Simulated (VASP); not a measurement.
# Li4P (I4/m) in VASP: settings compared

The runs below take Li4P through relaxation of cell and atoms, electron localisation function, with PBE, RPBE, TPSS+D3.

Program: VASP 6.6.1. These are calculated values, not measurements. Logs are shortened: lines on timing, memory, paths and dates and some standing lists are left out, and cuts for length are marked.

### 1 Starting point

The structure is tetragonal, space group I4/m (No. 87). The conventional cell has a = 5.683 Å, b = 5.683 Å, c = 3.551 Å, α = 90.00°, β = 90.00°, γ = 90.00°. Around Li (site symmetry m) lie 9 Li at 2.50 to 2.56 Å and 3 P at 2.54 Å. P (site symmetry 4/m) is surrounded by 12 Li at 2.54 Å.

The cell was built by a generator and needn't be a form met in nature.

### 2 Relaxation of cell and atoms, PBE

Input file INCAR:

```
SYSTEM = Li4P
ALGO = Fast
EDIFF = 1E-7
EDIFFG = -0.01
ENCUT = 600
GGA = PE
IBRION = 2
ISIF = 3
ISMEAR = 0
LASPH = .TRUE.
LCHARG = .FALSE.
LREAL = .FALSE.
LWAVE = .FALSE.
NELM = 60
NSW = 40
PREC = Accurate
SIGMA = 0.05
```

Input file KPOINTS:

```
k-points
0
G
  9 9 9
  0 0 0
```

Input file POSCAR:

```
Li4P
1.0
   -2.8416011200      2.8416011200      1.7757147100
    2.8416011200     -2.8416011200      1.7757147100
    2.8416011200      2.8416011200     -1.7757147100
Li P
4 1
Direct
    0.5981912200      0.8028434700      0.4010346800
    0.8028434700      0.4018087800      0.2046522500
    0.1971565300      0.5981912200      0.7953477500
    0.4018087800      0.1971565300      0.5989653200
    0.0000000000      0.0000000000      0.0000000000
```

Potentials or basis: VASP PAW PBE potentials, release 64 (Li_sv, P).

Started as:

```bash
$ cat potpaw_PBE.64/Li_sv/POTCAR potpaw_PBE.64/P/POTCAR > POTCAR
$ mpirun -np 1 vasp_std > vasp.out
```

OUTCAR:

```text
SYSTEM = Li4P
   EDIFF = 1E-7
   EDIFFG = -0.01
   ENCUT = 600
   GGA = PE
   IBRION = 2
   ISIF = 3
   ISMEAR = 0
   LASPH = .TRUE.
   LREAL = .FALSE.
   NELM = 60
   NSW = 40
   PREC = Accurate

 ion  position               nearest neighbor table
   1  0.598  0.803  0.401-   4 2.50   2 2.51   2 2.51   3 2.51   3 2.51   5 2.54   5 2.54   5 2.54
                             4 2.55   4 2.55   3 2.56   2 2.56
   2  0.803  0.402  0.205-   3 2.50   1 2.51   1 2.51   4 2.51   4 2.51   5 2.54   5 2.54   5 2.54
                             3 2.55   3 2.55   4 2.56   1 2.56
   3  0.197  0.598  0.795-   2 2.50   4 2.51   4 2.51   1 2.51   1 2.51   5 2.54   5 2.54   5 2.54
                             2 2.55   2 2.55   1 2.56   4 2.56
   4  0.402  0.197  0.599-   1 2.50   3 2.51   3 2.51   2 2.51   2 2.51   5 2.54   5 2.54   5 2.54
                             1 2.55   1 2.55   2 2.56   3 2.56
   5  0.000  0.000  0.000-   1 2.54   4 2.54   1 2.54   4 2.54   3 2.54   2 2.54   3 2.54   2 2.54
                             2 2.54   3 2.54   1 2.54   4 2.54

  LATTYP: Found a body centered tetragonal cell.
 ALAT       =     5.6832022400
 C/A-ratio  =     0.6248993560

  Lattice vectors:

 A1 = (  -2.8416011200,   2.8416011200,   1.7757147100)
 A2 = (   2.8416011200,  -2.8416011200,   1.7757147100)
 A3 = (   2.8416011200,   2.8416011200,  -1.7757147100)

Analysis of symmetry for initial positions (statically):
=====================================================================
 Subroutine PRICEL returns:
 Original cell was already a primitive cell.

 Routine SETGRP: Setting up the symmetry group for a
 body centered tetragonal supercell.

 Subroutine GETGRP returns: Found  8 space group operations
 (whereof  8 operations were pure point group operations)
 out of a pool of 16 trial point group operations.

The static configuration has the point symmetry C_4h.

Analysis of symmetry for dynamics (positions and initial velocities):
=====================================================================
 Subroutine PRICEL returns:
 Original cell was already a primitive cell.

 Routine SETGRP: Setting up the symmetry group for a
 body centered tetragonal supercell.

 Subroutine GETGRP returns: Found  8 space group operations
 (whereof  8 operations were pure point group operations)
 out of a pool of 16 trial point group operations.

The dynamic configuration has the point symmetry C_4h.

 Subroutine INISYM returns: Found  8 space group operations
 (whereof  8 operations are pure point group operations),
 and found     1 'primitive' translations

----------------------------------------------------------------------------------------

                                     Primitive cell

  volume of cell :      57.3534

  direct lattice vectors                    reciprocal lattice vectors
    -2.841601120  2.841601120  1.775714710     0.000000000  0.175957138  0.281576763
     2.841601120 -2.841601120  1.775714710     0.175957138  0.000000000  0.281576763
     2.841601120  2.841601120 -1.775714710     0.175957138  0.175957138  0.000000000

  length of vectors
     4.393467490  4.393467490  4.393467490     0.332033715  0.332033715  0.248840971

  position of ions in fractional coordinates (direct lattice)
     0.598191220  0.802843470  0.401034680
     0.802843470  0.401808780  0.204652250
     0.197156530  0.598191220  0.795347750
     0.401808780  0.197156530  0.598965320
     0.000000000  0.000000000  0.000000000

  ion indices of the primitive-cell ions
   primitive index   ion index
                 1           1
                 2           2
                 3           3
                 4           4
                 5           5

----------------------------------------------------------------------------------------

 KPOINTS: k-points

Automatic generation of k-mesh.
 Grid dimensions read from file:
 generate k-points for:    9    9    9

 Generating k-lattice:
[... 24 lines left out ...]
  0.111111  0.111111  0.000000      8.000000
[... 16 lines left out ...]
  0.444444  0.222222  0.000000      8.000000
 -0.222222 -0.444444  0.000000      8.000000
 [... further k-points ...]
   k-points           NKPTS =    105   k-points in BZ     NKDIM =    105   number of bands    NBANDS=     12
   number of dos      NEDOS =    301   number of ions     NIONS =      5
   total plane-waves  NPLWV =  46656
   dimension x,y,z NGX =    36 NGY =   36 NGZ =   36
   dimension x,y,z NGXF=    72 NGYF=   72 NGZF=   72
   ions per type =               4   1
   NGX,Y,Z   is equivalent  to a cutoff of  13.62, 13.62, 13.62 a.u.
   NGXF,Y,Z  is equivalent  to a cutoff of  27.24, 27.24, 27.24 a.u.
 SYSTEM =  Li4P
   PREC   = accura    normal or accurate (medium, high low for compatibility)
   ISTART =      0    job   : 0-new  1-cont  2-samecut
   ICHARG =      2    charge: 1-file 2-atom 10-const
   ISPIN  =      1    spin polarized calculation?
   LNONCOLLINEAR =      F non collinear calculations
   LSORBIT =      F    spin-orbit coupling
   LASPH  =      T    aspherical Exc in radial PAW
   ENCUT  =  600.0 eV  44.10 Ry    6.64 a.u.   8.77  8.77  8.77*2*pi/ulx,y,z
   NELM   =     60;   NELMIN=  2; NELMDL= -5     # of ELM steps
   EDIFF  = 0.1E-06   stopping-criterion for ELM
   LREAL  =      F    real-space projection
   EDIFFG = -.1E-01   stopping-criterion for IOM
   NSW    =     40    number of steps for IOM
   IBRION =      2    ionic relax: 0-MD 1-quasi-New 2-CG
   NFREE  =      1    steps in history (QN), initial steepest desc. (CG)
   ISIF   =      3    stress and relaxation
   ISYM   =      2    0-nonsym 1-usesym 2-fastsym
   POTIM  = 0.5000    time-step for ionic-motion
   TEBEG  =    0.0;   TEEND  =   0.0 temperature during run
   PSTRESS=    0.0 pullay stress
   NELECT =      17.0000    total number of electrons
   NUPDOWN=      -1.0000    fix difference up-down
   EMIN   =  10.00;   EMAX   =-10.00  energy-range for DOS
   EFERMI =   0.00;   METHOD = LEGACY
   ISMEAR =     0;   SIGMA  =   0.05  broadening in eV -4-tet -1-fermi 0-gaus
   EFERMI_NEDOS =   21; number of points for ismear=-14 and -15
   IALGO  =     68    algorithm
   IMIX   =      4    mixing-type and parameters
     AMIX     =   0.40;   BMIX     =  1.00
     AMIX_MAG =   1.60;   BMIX_MAG =  1.00
  volume/ion in A,a.u.               =      11.47        77.41
  Fermi-wavevector in a.u.,A,eV,Ry     =   1.091536  2.062704 16.210668  1.191450
  Thomas-Fermi vector in A             =   2.227783
   LORBIT       =      0    0 simple, 1 ext, 2 COOP (PROOUT), +10 PAW based schemes
   GGA     = PE    functional components
   LHFCALC =     F    Hartree Fock is set to
   AEXX    =    0.0000 exact exchange contribution
   IVDW    =     0    specifies the selected vdW correction
   LEPSILON=     F    determine dielectric tensor
   LRPA    =     F    only Hartree local field effects (RPA)
 conjugate gradient relaxation of ions
 non-spin polarized calculation
 RMM-DIIS sequential band-by-band and
 Gauss-broadening in eV      SIGMA  =   0.05
  energy-cutoff  :      600.00
  volume of cell :       57.35
 maximum number of plane-waves:      1931
   NGX = 17   NGY = 17   NGZ = 17

--------------------------------------- Ionic step        1  -------------------------------------------

 number of electron      16.9999992 magnetization

 Free energy of the ion-electron system (eV)
  ---------------------------------------------------
  ext. energy  EPLUGINS =         0.00000000
  ---------------------------------------------------
  free energy    TOTEN  =       -14.43752665 eV

  energy without entropy =      -14.43626278  energy(sigma->0) =      -14.43689472

------------------------ aborting loop because EDIFF is reached ----------------------------------------

  FORCE on cell =-STRESS in cart. coord.  units (eV):
  Direction    XX          YY          ZZ          XY          YZ          ZX
  --------------------------------------------------------------------------------------
  -------------------------------------------------------------------------------------
  Total        2.1409776      2.1409776      6.6044980     -0.0000001      0.0000000      0.0000000
  in kB       59.8085533     59.8085533    184.4977114     -0.0000036      0.0000000      0.0000000
  external PRESSURE =     101.3716060 kB  Pullay stress =       0.0000000 kB
[... 98 lines left out ...]
  FREE ENERGIE OF THE ION-ELECTRON SYSTEM (eV)
  ---------------------------------------------------
  free  energy   TOTEN  =       -15.0981045624 eV

  energy  without entropy=      -15.0966184556  energy(sigma->0) =      -15.09736151

[... ionic steps 4 to 8 ...]

--------------------------------------- Ionic step        9  -------------------------------------------

 number of electron      16.9999995 magnetization

------------------------ aborting loop because EDIFF is reached ----------------------------------------
[... 73 lines left out ...]
--------------------------------------- Ionic step       11  -------------------------------------------

 number of electron      16.9999993 magnetization

 Free energy of the ion-electron system (eV)
  ---------------------------------------------------
  ext. energy  EPLUGINS =         0.00000000
  ---------------------------------------------------
  free energy    TOTEN  =       -15.15722847 eV

  energy without entropy =      -15.15581563  energy(sigma->0) =      -15.15652205

 E-fermi :   3.8458     XC(G=0):  -8.6759

 val. band max:        3.8073105557   @ k =  -0.1111   0.2222  -0.0000
 cond. band min:       3.8590011578   @ k =  -0.1111  -0.2222   0.1111
 fundamental gap:      0.0516906022
 Fermi energy:         3.8457561156

 k-point     1 :       0.0000    0.0000    0.0000
  band No.  band energies     occupation
      1     -42.9620      2.00000
      2     -42.8994      2.00000
      3     -42.8844      2.00000
      4     -42.8844      2.00000
      5      -6.8020      2.00000
      6       1.2650      2.00000
      7       1.2650      2.00000
      8       2.6645      2.00000
      9       2.9682      2.00000
     10       4.9298      0.00000
     11       6.5216      0.00000
     12       7.2825      0.00000
[... 331 lines left out ...]
 k-point    24 :      -0.2222   -0.4444    0.0000
  band No.  band energies     occupation
      1     -42.9300      2.00000
      2     -42.9140      2.00000
      3     -42.9011      2.00000
      4     -42.8844      2.00000
      5      -6.3253      2.00000
      6      -0.2883      2.00000
      7       0.2412      2.00000
      8       0.8661      2.00000
      9       4.2972      0.00000
     10       4.8149      0.00000
     11       6.3902      0.00000
     12       8.5878      0.00000

 [... further k-points ...]

------------------------ aborting loop because EDIFF is reached ----------------------------------------

  FORCE on cell =-STRESS in cart. coord.  units (eV):
  Direction    XX          YY          ZZ          XY          YZ          ZX
  --------------------------------------------------------------------------------------
  -------------------------------------------------------------------------------------
  Total        0.0348908      0.0348908      0.0052328      0.0000000      0.0000000     -0.0000000
  in kB        0.7953484      0.7953484      0.1192832      0.0000002      0.0000000     -0.0000000
  external PRESSURE =       0.5699933 kB  Pullay stress =       0.0000000 kB
[... 20 lines left out ...]
  FREE ENERGIE OF THE ION-ELECTRON SYSTEM (eV)
  ---------------------------------------------------
  free  energy   TOTEN  =       -15.1572284652 eV

  energy  without entropy=      -15.1558156286  energy(sigma->0) =      -15.15652205

 reached required accuracy - stopping structural energy minimisation
```

Run time: 23 min. Hardware: 1 thread of Intel Xeon Platinum 8488C (Sapphire Rapids), shared host; peak memory 0.26 GiB.

Results:

* Free energy: -15.1572 eV
* Relaxed volume: 14.06 Å³/atom
* Relaxed cell: a = 4.633 Å, b = 4.633 Å, c = 4.633 Å, α = 100.99°, β = 100.99°, γ = 128.21°
* Space group after relaxing (to 0.05 Å): I4/m (No. 87)
* Energy gained by relaxing: 143.9 meV/atom
* Ionic steps: 11
* Pressure after relaxing: 0.1 GPa
* Largest force after relaxing: 0.009 eV/Å
* Band gap on the k mesh: none (metal or under the smearing width)

Forces in eV/Å, atoms in the order of the input:
```
Li   0.008 -0.004  0.000
Li   0.004  0.008  0.000
Li  -0.004 -0.008  0.000
Li  -0.008  0.004  0.000
P    0.000  0.000  0.000
```

The path:
```
step  energy change (eV)  largest force (eV/Å)  pressure (GPa)  volume (Å³)
   1              0.0000                0.8934           10.14        57.35
   2             -0.4827                0.5403            4.09        63.55
   3             -0.6606                0.2990           -0.01        70.00
   4             -0.6669                0.2657           -0.69        71.37
   5             -0.6671                0.2594           -0.84        71.67
   6             -0.6856                0.2059           -0.51        71.03
   7             -0.7095                0.1035            0.58        69.15
   8             -0.7155                0.0714            0.24        69.89
   9             -0.7179                0.0411           -0.15        70.76
  10             -0.7192                0.0264           -0.06        70.55
  11             -0.7197                0.0089            0.06        70.29
```

Final structure:
```yaml
crystal:
  lattice:
    - [-2.94703, 2.94703, 2.02318]
    - [2.94703, -2.94703, 2.02318]
    - [2.94703, 2.94703, -2.02318]
  atoms:
    - { symbol: Li, position: [0.62182, 0.78391, 0.40573] }
    - { symbol: Li, position: [0.78391, 0.37818, 0.16209] }
    - { symbol: Li, position: [0.21609, 0.62182, 0.83791] }
    - { symbol: Li, position: [0.37818, 0.21609, 0.59427] }
    - { symbol: P, position: [0.00000, 0.00000, 0.00000] }
```

Caveat: the cutoff is under 1.25 times the usual one of these potentials, so pressure, stress and relaxed cells hold a basis-set (Pulay) error; the volume moved by over 15 % at a fixed basis, so the end points are rough.

### 3 Relaxation of cell and atoms, RPBE

Input file INCAR:

```
SYSTEM = Li4P
PREC = Accurate
ENCUT = 600
EDIFF = 1E-6
ISMEAR = 0
SIGMA = 0.05
LREAL = .False.
LASPH = .True.
NELM = 80
ALGO = Normal
ISIF = 3
LWAVE = .False.
LCHARG = .False.
GGA = RP
IBRION = 2
NSW = 60
EDIFFG = -0.005
```

Input file KPOINTS:

```
regular mesh
0
Gamma
  9 9 9
  0 0 0
```

POSCAR is that of step 2.

Potentials or basis: VASP PAW PBE potentials, release 64 (Li_sv, P).

Started as:

```bash
$ cat potpaw_PBE.64/Li_sv/POTCAR potpaw_PBE.64/P/POTCAR > POTCAR
$ mpirun -np 1 vasp_std > vasp.out
```

Run time: 6.8 min. Hardware: 1 thread of Intel Xeon Platinum 8488C (Sapphire Rapids), shared host; peak memory 0.24 GiB.

It converged, with:

| Quantity | Value |
| --- | --- |
| Free energy | -14.3377 eV |
| Relaxed volume | 14.59 Å³/atom |
| Relaxed cell | a = 4.693 Å, b = 4.693 Å, c = 4.693 Å, α = 100.95°, β = 100.95°, γ = 128.33° |
| Space group after relaxing (to 0.05 Å) | I4/m (No. 87) |
| Energy gained by relaxing | 170.8 meV/atom |
| Ionic steps | 14 |
| Pressure after relaxing | 0.0 GPa |
| Band gap on the k mesh | none (metal or under the smearing width) |

Forces in eV/Å, atoms in the order of the input:
```
Li   0.002  0.000  0.000
Li   0.000  0.002  0.000
Li   0.000 -0.002  0.000
Li  -0.002  0.000  0.000
P    0.000  0.000  0.000
```

The path:
| step | energy change (eV) | largest force (eV/Å) | pressure (GPa) | volume (Å³) |
| --- | --- | --- | --- | --- |
| 1 | 0.0000 | 0.8961 | 12.09 | 57.35 |
| 2 | -0.5924 | 0.5329 | 4.73 | 64.81 |
| 3 | -0.7917 | 0.3066 | 0.23 | 72.09 |
| 4 | -0.7996 | 0.2723 | -0.57 | 73.76 |
| 5 | -0.7998 | 0.2659 | -0.73 | 74.11 |
| 6 | -0.8182 | 0.2117 | -0.45 | 73.56 |
| 7 | -0.8440 | 0.0970 | 0.47 | 71.93 |
| 8 | -0.8442 | 0.0960 | 0.54 | 71.79 |
| 9 | -0.8496 | 0.0685 | 0.18 | 72.60 |
| 10 | -0.8516 | 0.0447 | -0.17 | 73.43 |
| 11 | -0.8531 | 0.0307 | -0.08 | 73.18 |
| 12 | -0.8541 | 0.0074 | 0.10 | 72.76 |
| 13 | -0.8542 | 0.0012 | -0.03 | 73.02 |
| 14 | -0.8542 | 0.0024 | -0.02 | 72.96 |

Final structure:
```xyz
5
Lattice="-2.9865 2.9865 2.0450 2.9865 -2.9865 2.0450 2.9865 2.9865 -2.0450" Properties=species:S:1:pos:R:3 pbc="T T T"
Li    1.6967    0.7273    2.0450
Li   -0.7273    1.6967    2.0450
Li    3.7138    1.2898    0.0000
Li    1.2898    2.2592    0.0000
P     0.0000    0.0000    0.0000
```

Levels at points of the mesh, in eV from the Fermi level:
```
           k point  band 7  band 8  band 9  band 10  band 11  band 12
(0.00, 0.00, 0.00)   -2.50   -1.15   -0.92     1.14     2.72     3.50
```

Caveat: the cutoff is under 1.25 times the usual one of these potentials, so pressure, stress and relaxed cells hold a basis-set (Pulay) error; the volume moved by over 15 % at a fixed basis, so the end points are rough; the PAW data sets were made with another functional, which shifts forces and pressure a little.

### 4 Electron localisation function, TPSS+D3

Input file INCAR:

```
PREC = Accurate ; ENCUT = 500
EDIFF = 1E-7 ; ISMEAR = -5
SIGMA = 0.05 ; LREAL = F
LASPH = T ; NELM = 60
ALGO = Normal ; ISIF = 2
LWAVE = F ; LCHARG = T
METAGGA = TPSS ; LMIXTAU = T
IVDW = 11 ; LELF = T
```

Input file KPOINTS:

```
regular mesh
0
Gamma
  9 9 9
```

Input file POSCAR:

```
Li4P
4.3935
   -0.646773897804      0.646773897804      0.404168592239
    0.646773897804     -0.646773897804      0.404168592239
    0.646773897804      0.646773897804     -0.404168592239
Li P
4 1
Direct
    0.5981912200      0.8028434700      0.4010346800
    0.8028434700      0.4018087800      0.2046522500
    0.1971565300      0.5981912200      0.7953477500
    0.4018087800      0.1971565300      0.5989653200
    0.0000000000      0.0000000000      0.0000000000
```

Potentials or basis: VASP PAW PBE potentials, release 64 (Li, P).

Started as:

```bash
$ cat potpaw_PBE.64/Li/POTCAR potpaw_PBE.64/P/POTCAR > POTCAR
$ mpirun -np 1 vasp_std > vasp.out
```

Run time: 2.2 min. Hardware: 1 thread of Intel Xeon Platinum 8488C (Sapphire Rapids), shared host; peak memory 0.2 GiB.

It converged, with:

```
Free energy                : -23.6659 eV
Pressure                   : 6.2 GPa
Largest force              : 0.897 eV/Å
Band gap on the k mesh     : none (metal or under the smearing width)
Dispersion energy per atom : -0.297 eV
```

Forces on the atoms (eV/Å):
```
Li  -0.800  0.406  0.000
Li  -0.406 -0.800  0.000
Li   0.406  0.800  0.000
Li   0.800 -0.406  0.000
P    0.000  0.000  0.000
```

Stress tensor (GPa, compression positive):
```
 2.04  0.00  0.00
 0.00  2.04  0.00
 0.00  0.00 14.65
```

Levels at points of the mesh, in eV from the Fermi level:
```csv
k point,band 1,band 2,band 3,band 4,band 5,band 6,band 7,band 8
"(0.00, 0.00, 0.00)",-11.22,-2.63,-2.63,-0.97,-0.13,0.61,4.85,5.20
```

Caveat: the PAW data sets were made with another functional, which shifts forces and pressure a little; pairwise dispersion overbinds metals, which lowers pressure and volume; tetrahedron occupations give inexact forces and stress in metals.

### 5 The runs side by side

| task | level | potentials or basis | cell | cutoff (eV) | smearing | gap on the mesh (eV) | pressure (GPa) | relaxed volume (Å³/atom) | largest force (eV/Å) |
| --- | --- | --- | --- | --- | --- | --- | --- | --- | --- |
| relaxation of cell and atoms | PBE | VASP PAW PBE potentials, release 64 (Li_sv, P) | relaxed | 600 | gaussian 0.05 eV | none | 0.1 | 14.06 | 0.01 |
| relaxation of cell and atoms | RPBE | VASP PAW PBE potentials, release 64 (Li_sv, P) | relaxed | 600 | gaussian 0.05 eV | none | 0.0 | 14.59 | - |
| electron localisation function | TPSS+D3 | VASP PAW PBE potentials, release 64 (Li, P) | as given | 500 | tetrahedron | none | 6.2 | - | 0.90 |

Alike in all rows: no spin polarisation; k mesh 9 × 9 × 9.

Caveats: the cutoff is under 1.25 times the usual one of these potentials, so pressure, stress and relaxed cells hold a basis-set (Pulay) error (some runs); the volume moved by over 15 % at a fixed basis, so the end points are rough (some runs); the PAW data sets were made with another functional, which shifts forces and pressure a little (some runs); pairwise dispersion overbinds metals, which lowers pressure and volume (some runs); tetrahedron occupations give inexact forces and stress in metals (some runs).

Absolute energies hang on the potentials; compare differences alone.
